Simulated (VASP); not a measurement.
GaP (zinc blende): the formation energy from VASP (plane waves, PAW) at several levels of theory. The references are the elements' solids at the same level; no temperature or zero-point terms are added.   Without a dispersion term in the relaxation, distances and binding between the weakly bound layers, chains or molecules are unreliable, and so is what depends on them.

```csv
level,formation energy (eV/atom)
PBE,-0.423
PBEsol,-0.405
```

The cell of the PBE run:

```
CELL_PARAMETERS angstrom
      0.00000     2.75050     2.75050
      2.75050     0.00000     2.75050
      2.75050     2.75050     0.00000
ATOMIC_POSITIONS crystal
  Ga 0.00000 0.00000 0.00000
  P  0.25000 0.25000 0.25000
```

Only levels that ran to the end are used. Left out are those held back, those with too coarse a band path, GW runs whose mesh misses a band edge, hybrids' fits of cells that aren't cubic and levels without matching references; a question may draw on a part of the rest.
